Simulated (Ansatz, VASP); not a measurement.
ZrZn in VASP and in Ansatz

```
Zr Zn
1.0
     3.26003    0.00000    0.00000
     0.00000    3.26003    0.00000
     0.00000    0.00000    3.26003
Zr Zn
1 1
Direct
  0.50000 0.50000 0.50000
  0.00000 0.00000 0.00000
```

Alike in both runs: functional LDA; k mesh 12 × 12 × 12; occupations gaussian, width 0.1 eV; no spin polarisation.

Ansatz relaxed the structure, and its values are those at the end. VASP's run is a single point on that final structure, the one shown.

```csv
,VASP,Ansatz
version,VASP 6.6.1,Ansatz 0.2.0
potentials or method,"VASP PAW LDA potentials, release 64 (Zr_sv, Zn)","scalar-relativistic, plane waves, PAW"
plane-wave cutoff (eV),520,420
valence electrons in the cell,24,24
```

```tsv
	VASP	Ansatz	Ansatz less VASP
gap on the k mesh at the Fermi level (eV)	none	none	-
pressure (GPa)	0.4	0.0	-0.41
```

A gap of «none» marks a metal or a gap that the smearing closes.
